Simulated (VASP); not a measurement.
A convergence study with VASP on Pt (fcc): one setting is varied, all else stays as given below, so the limit is that of these other settings. Each run relaxes cell and ions from the cell shown. The basis is that of the starting cell, so low cut-offs carry a Pulay error.

```yaml
crystal:
  lattice:
    - [0.00000, 1.96000, 1.96000]
    - [1.96000, 0.00000, 1.96000]
    - [1.96000, 1.96000, 0.00000]
  atoms:
    - { symbol: Pt, position: [0.00000, 0.00000, 0.00000] }
```

Calculation: PBE GGA, VASP's PBE PAW potentials (set 64) (plane waves; VASP). The tightest run used: 700 eV cut-off, 14×14×14 Γ-centred mesh, first-order Methfessel-Paxton smearing of 0.10 eV, potentials Pt.

Q: The settings run are ENCUT = 200; ENCUT = 250; ENCUT = 300; ENCUT = 350; ENCUT = 400; ENCUT = 450; ENCUT = 500; ENCUT = 550; ENCUT = 600; ENCUT = 650; ENCUT = 700. From which on does the relaxed volume stay within 0.05 Å³/atom of the tightest run?

A: From ENCUT = 400 on: it is off by 0.011 there and by no more than 0.05 in any finer run, while ENCUT = 350 is off by 0.052.
| setting | relaxed volume (Å³/atom) | E (eV/atom) | plane waves | difference judged (Å³/atom) |
|---|---|---|---|---|
| ENCUT = 200 | 14.490 | -6.0516 | 113 | 1.115 |
| ENCUT = 250 | 15.539 | -6.1094 | 144 | 0.066 |
| ENCUT = 300 | 15.566 | -6.1067 | 190 | 0.039 |
| ENCUT = 350 | 15.553 | -6.1014 | 232 | 0.052 |
| ENCUT = 400 | 15.594 | -6.1043 | 290 | 0.011 |
| ENCUT = 450 | 15.607 | -6.1051 | 335 | 0.002 |
| ENCUT = 500 | 15.600 | -6.1048 | 392 | 0.005 |
| ENCUT = 550 | 15.598 | -6.1048 | 459 | 0.007 |
| ENCUT = 600 | 15.602 | -6.1053 | 531 | 0.003 |
| ENCUT = 650 | 15.605 | -6.1055 | 588 | 0.000 |
| ENCUT = 700 | 15.605 | -6.1055 | 646 | 0.000 |

Left out are rungs that failed or repeat a setting and relaxations that didn't move; long series are thinned to 24 rows.

The compound is Pt in the fcc structure.
